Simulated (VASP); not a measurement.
Input:

```
Os
1.0
    1.37068    -2.37409     0.00000
    1.37068     2.37409     0.00000
    0.00000     0.00000     4.31945
Os
2
Cartesian
  1.37068   0.79136   1.07986
  1.37068  -0.79136   3.23959
```

The numbers are results of PBE GGA, VASP's PBE PAW potentials (set 64) (plane waves; VASP 6.6.1), not measurements. Numerical set-up: 480 eV cut-off, 14×14×8 Γ-centred mesh, first-order Methfessel-Paxton smearing of 0.10 eV, potentials Os.

Unless said otherwise, spin-orbit coupling is left out, though it shifts the bands of the heavy elements here.

Problem. What does the run give for the energy per atom (σ→0), pressure, band gap (on the k-mesh) with the smallest direct gap where there is one?

Solution. 
```
Quantity                                                     Value
------------------------  ----------------------------------------
band gap (on the k-mesh)  none (metal, semimetal or under 0.01 eV)
energy per atom (σ→0)                              -11.241 eV/atom
pressure                                                 64.6 kbar
```

The absolute energy has meaning only against runs of the same code, potentials and settings.

The compound is Os in the hcp structure. This cell was strained or had an atom moved on purpose.
